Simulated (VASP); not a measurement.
All values below come from PBEsol GGA, VASP's PBE PAW potentials (set 64) (plane waves; VASP).

Input for VASP

**POSCAR**
```
GdBi
1
    3.3663527449     0.0000000000     0.0000000000
    0.0000000000     3.3663527449     0.0000000000
    0.0000000000     0.0000000000    11.1077264432
Gd Bi
2 2
Direct
  0.0000000000   0.5000000000   0.0000000000
  0.5000000000   1.0000000000   0.5000000000
  0.0000000000   0.0000000000   0.2500000000
  1.0000000000   1.0000000000   0.7500000000
```

**INCAR**
```
PREC = Accurate
LCHARG = .False.
ALGO = Normal   # blocked Davidson
LMAXMIX = 6
ENCUT = 400
LWAVE = .False.
SYSTEM = GdBi
ISMEAR = 1   # Methfessel-Paxton
IBRION = 2   # conjugate gradients
ISIF = 3   # ions, shape and volume
EDIFF = 1E-6
SIGMA = 0.1   # width (eV)
EDIFFG = -0.02
GGA = PS
NELM = 100   # most electronic steps
NSW = 60   # most ionic steps
LASPH = .True.   # aspherical one-centre terms
LREAL = .False.
```

File KPOINTS:
```
Automatic
0
gamma
 8 8 3
0 0 0
```

POTCAR, in this order: Gd_3 Bi_d (PBE.64 set). Program: vasp_std.

### Question
What will the output report for the number of irreducible k-points (NKPTS), number of bands (NBANDS), largest plane-wave count, number of space-group operations, FFT grid (NGX, NGY, NGZ)?

### Answer

The number of irreducible k-points (NKPTS) is 30. The number of bands (NBANDS) comes out as 28 and the largest plane-wave count is 2320. The number of space-group operations comes out as 16 and the FFT grid (NGX, NGY, NGZ) comes out as 24 × 24 × 72.

The structure was generated: GdBi was put into the PtS type (P4_2/mmc), which need not be its known phase. It was relaxed first, which changed the volume by -35 %. The start is the result of an earlier pass. The 4f electrons are frozen in the core of the lanthanide potential, so 4f levels, which can set the real gap, and their magnetism are missing.
